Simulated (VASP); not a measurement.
Method: SCAN meta-GGA, VASP's PBE PAW potentials (set 64) (plane waves; VASP).

A VASP calculation is set up with these files.

### KPOINTS
```
Automatic mesh
0
gamma
 7 7 7
```

POSCAR:
```
Al3Sc
1
    4.0638445191    -0.0000000000     0.0000000000
    0.0000000000     4.0638445191     0.0000000000
    0.0000000000     0.0000000000     4.0638445191
Sc Al
1 3
Direct
  0.0000000000   0.0000000000   0.0000000000
  0.0000000000   0.5000000000   0.5000000000
  0.5000000000   0.0000000000   0.5000000000
  0.5000000000   0.5000000000   0.0000000000
```

INCAR:
```
ALGO  =  Normal
EDIFF  =  1E-6
EDIFFG  =  -0.02
ENCUT  =  520
IBRION  =  2
ISIF  =  3
ISMEAR  =  1
LASPH  =  T
LCHARG  =  F
LMAXMIX  =  4
LMIXTAU  =  T
LREAL  =  F
LWAVE  =  F
METAGGA  =  SCAN
NELM  =  100
NSW  =  60
PREC  =  Accurate
SIGMA  =  0.1
SYSTEM  =  Al3Sc
```

POTCAR, in this order: Sc_sv Al (PBE.64 set). Program: vasp_std.

The resulting files:

File OSZICAR:
```
       N       E                     dE             d eps       ncg     rms          rms(c)
DAV:   1     0.962818646578E+02    0.96282E+02   -0.87512E+03   568   0.135E+03
DAV:   2    -0.344423765812E+02   -0.13072E+03   -0.12895E+03   560   0.381E+02
DAV:   3    -0.429559986228E+02   -0.85136E+01   -0.82299E+01   904   0.798E+01
DAV:   4    -0.431027578216E+02   -0.14676E+00   -0.14622E+00   776   0.101E+01
DAV:   5    -0.431053273045E+02   -0.25695E-02   -0.25680E-02   814   0.137E+00    0.121E+01
DAV:   6    -0.393737668016E+02    0.37316E+01   -0.54531E+00   834   0.360E+01    0.474E+00
DAV:   7    -0.390118065954E+02    0.36196E+00   -0.62071E-01   626   0.988E+00    0.224E+00
DAV:   8    -0.389665610351E+02    0.45246E-01   -0.95382E-01   770   0.959E+00    0.736E-01
DAV:   9    -0.390634984565E+02   -0.96937E-01   -0.17647E-01   710   0.453E+00    0.429E-01
DAV:  10    -0.393122299867E+02   -0.24873E+00   -0.34434E-01   590   0.798E+00    0.313E-01
DAV:  11    -0.393178981099E+02   -0.56681E-02   -0.93478E-02   566   0.393E+00    0.106E-01
DAV:  12    -0.393085633183E+02    0.93348E-02   -0.40739E-02   584   0.247E+00    0.107E-01
DAV:  13    -0.393092045667E+02   -0.64125E-03   -0.42810E-03   706   0.706E-01    0.104E-01
DAV:  14    -0.393133438253E+02   -0.41393E-02   -0.29688E-02   610   0.247E+00    0.474E-02
DAV:  15    -0.393119445960E+02    0.13992E-02   -0.30449E-03   668   0.520E-01    0.374E-02
DAV:  16    -0.393114632825E+02    0.48131E-03   -0.12727E-03   772   0.498E-01    0.197E-02
DAV:  17    -0.393113861807E+02    0.77102E-04   -0.27973E-04   882   0.232E-01    0.238E-02
DAV:  18    -0.393113999507E+02   -0.13770E-04   -0.14682E-04   566   0.166E-01    0.181E-02
DAV:  19    -0.393113807027E+02    0.19248E-04   -0.18855E-04   590   0.172E-01    0.113E-02
DAV:  20    -0.393113765337E+02    0.41690E-05   -0.16473E-05   770   0.407E-02    0.795E-03
DAV:  21    -0.393113654941E+02    0.11040E-04   -0.24982E-05   604   0.793E-02    0.929E-03
DAV:  22    -0.393113704861E+02   -0.49919E-05   -0.13653E-05   892   0.416E-02    0.328E-03
DAV:  23    -0.393113721043E+02   -0.16183E-05   -0.52830E-06   602   0.348E-02    0.139E-03
DAV:  24    -0.393113703966E+02    0.17077E-05   -0.67392E-06   566   0.346E-02    0.562E-04
DAV:  25    -0.393113708961E+02   -0.49947E-06   -0.50792E-07   364   0.909E-03
   1 F= -.39311371E+02 E0= -.39311024E+02  d E =-.393114E+02
       N       E                     dE             d eps       ncg     rms          rms(c)
DAV:   1    -0.393636553438E+02   -0.52285E-01   -0.14284E+00   674   0.192E+01    0.183E+00
DAV:   2    -0.393202520187E+02    0.43403E-01   -0.31545E-01   846   0.806E+00    0.354E-01
DAV:   3    -0.393170312444E+02    0.32208E-02   -0.14183E-02   598   0.123E+00    0.194E-01
DAV:   4    -0.393173986516E+02   -0.36741E-03   -0.16860E-02   614   0.118E+00    0.926E-02
DAV:   5    -0.393157488724E+02    0.16498E-02   -0.76993E-03   566   0.884E-01    0.723E-02
DAV:   6    -0.393158860051E+02   -0.13713E-03   -0.33684E-03   812   0.677E-01    0.512E-02
DAV:   7    -0.393158212304E+02    0.64775E-04   -0.53216E-03   560   0.834E-01    0.197E-02
DAV:   8    -0.393154931308E+02    0.32810E-03   -0.22298E-03   560   0.501E-01    0.106E-02
DAV:   9    -0.393154598540E+02    0.33277E-04   -0.76187E-05   916   0.734E-02    0.706E-03
DAV:  10    -0.393154540365E+02    0.58175E-05   -0.11124E-05   578   0.422E-02    0.474E-03
DAV:  11    -0.393154524804E+02    0.15562E-05   -0.81671E-07   394   0.116E-02    0.380E-03
DAV:  12    -0.393154446377E+02    0.78427E-05   -0.18212E-05   560   0.529E-02    0.221E-03
DAV:  13    -0.393154468352E+02   -0.21975E-05   -0.22628E-06   576   0.178E-02    0.421E-04
DAV:  14    -0.393154470695E+02   -0.23428E-06   -0.33574E-07   286   0.915E-03
   2 F= -.39315447E+02 E0= -.39315082E+02  d E =-.407617E-02
       N       E                     dE             d eps       ncg     rms          rms(c)
DAV:   1    -0.393192821133E+02   -0.38353E-02   -0.86429E-02   668   0.473E+00    0.445E-01
DAV:   2    -0.393161769140E+02    0.31052E-02   -0.16460E-02   822   0.187E+00    0.899E-02
DAV:   3    -0.393159906876E+02    0.18623E-03   -0.78128E-04   572   0.298E-01    0.470E-02
DAV:   4    -0.393161098931E+02   -0.11921E-03   -0.14926E-03   572   0.375E-01    0.225E-02
DAV:   5    -0.393159397678E+02    0.17013E-03   -0.87548E-04   572   0.297E-01    0.188E-02
DAV:   6    -0.393160424596E+02   -0.10269E-03   -0.44772E-04   566   0.239E-01    0.104E-02
DAV:   7    -0.393160119993E+02    0.30460E-04   -0.70459E-04   560   0.292E-01    0.612E-03
DAV:   8    -0.393159925745E+02    0.19425E-04   -0.15281E-04   560   0.133E-01    0.267E-03
DAV:   9    -0.393159924578E+02    0.11674E-06   -0.13143E-06   562   0.108E-02
   3 F= -.39315992E+02 E0= -.39315633E+02  d E =-.462156E-02
```

### OUTCAR
```
------------------------ aborting loop because EDIFF is reached ----------------------------------------
  FORCE on cell =-STRESS in cart. coord.  units (eV):
  Direction    XX          YY          ZZ          XY          YZ          ZX
  --------------------------------------------------------------------------------------
  Total       -0.0733788     -0.0733788     -0.0733788      0.0000000     -0.0000000      0.0000000
  in kB       -1.7255612     -1.7255612     -1.7255612      0.0000000     -0.0000000      0.0000000
  external PRESSURE =      -1.7255612 kB  Pullay stress =       0.0000000 kB
  volume of cell :       68.13
      direct lattice vectors                 reciprocal lattice vectors
     4.084293097  0.000000000 -0.000000000     0.244840411  0.000000000  0.000000000
    -0.000000000  4.084293097 -0.000000000    -0.000000000  0.244840411  0.000000000
     0.000000000  0.000000000  4.084293097     0.000000000  0.000000000  0.244840411
 POSITION                                       TOTAL-FORCE (eV/Angst)
 -----------------------------------------------------------------------------------
      0.00000      0.00000      0.00000        -0.000000      0.000000      0.000000
     -0.00000      2.04215      2.04215         0.000000      0.000000      0.000000
      2.04215      0.00000      2.04215        -0.000000      0.000000      0.000000
      2.04215      2.04215     -0.00000        -0.000000      0.000000      0.000000
 -----------------------------------------------------------------------------------
    total drift:                               -0.000000     -0.000000      0.000000
  FREE ENERGIE OF THE ION-ELECTRON SYSTEM (eV)
  ---------------------------------------------------
  free  energy   TOTEN  =       -39.3159924578 eV

  energy  without entropy=      -39.3149138716  energy(sigma->0) =      -39.31563293

 reached required accuracy - stopping structural energy minimisation
```
(Selected blocks of OUTCAR.)

CONTCAR:
```
Al3Sc
   1.00000000000000
     4.0842930967770217    0.0000000000000000   -0.0000000000000000
    -0.0000000000000000    4.0842930967770217   -0.0000000000000000
     0.0000000000000000    0.0000000000000000    4.0842930967770217
  Sc              Al
     1     3
Direct
     0.0000000000000000    0.0000000000000000    0.0000000000000000
     0.0000000000000000    0.5000000000000000    0.5000000000000000
     0.5000000000000000    0.0000000000000000    0.5000000000000000
     0.5000000000000000    0.5000000000000000    0.0000000000000000
```

**OUTCAR**
```
 val. band max:        7.1412622845   @ k =   0.4286   0.4286   0.1429

 cond. band min:       7.2623909357   @ k =   0.2857   0.0000   0.0000


 Fermi energy:         7.1830438151

 k-point     1 :       0.0000    0.0000    0.0000
  band No.  band energies     occupation
      1     -43.8672      2.00000
      2     -21.5459      2.00000
      3     -21.5459      2.00000
      4     -21.5459      2.00000
      5      -3.1889      2.00000
      6       4.6479      2.00000
      7       4.6480      2.00000
      8       5.3515      2.00000
      9       5.3516      2.00000
     10       5.3516      2.00000
     11       8.6360     -0.00000
     12       8.6983     -0.00000
     13       8.6984     -0.00000
     14       8.6984     -0.00000

 k-point     2 :       0.1429    0.0000    0.0000
  band No.  band energies     occupation
      1     -43.8669      2.00000
      2     -21.5522      2.00000
      3     -21.5454      2.00000
      4     -21.5454      2.00000
      5      -2.9926      2.00000
      6       3.2596      2.00000
      7       4.7977      2.00000
      8       5.3791      2.00000
      9       5.3791      2.00000
     10       6.2711      2.00000
     11       8.5798     -0.00000
     12       8.5799     -0.00000
     13       8.7622     -0.00000
     14       9.3841      0.00000

 k-point     3 :       0.2857    0.0000    0.0000
  band No.  band energies     occupation
      1     -43.8663      2.00000
      2     -21.5664      2.00000
      3     -21.5443      2.00000
      4     -21.5443      2.00000
      5      -2.4171      2.00000
      6       1.5243      2.00000
      7       5.2108      2.00000
      8       5.4363      2.00000
      9       5.4364      2.00000
     10       7.2624      0.02328
     11       8.3938     -0.00000
     12       8.3939     -0.00000
     13       8.9154     -0.00000
     14       9.6699      0.00000

 k-point     4 :       0.4286    0.0000    0.0000
  band No.  band energies     occupation
...
```

The compound is Al3Sc in the L1_2 structure. This run relaxes it. Symmetry was kept, so distortions that lower it aren't found.
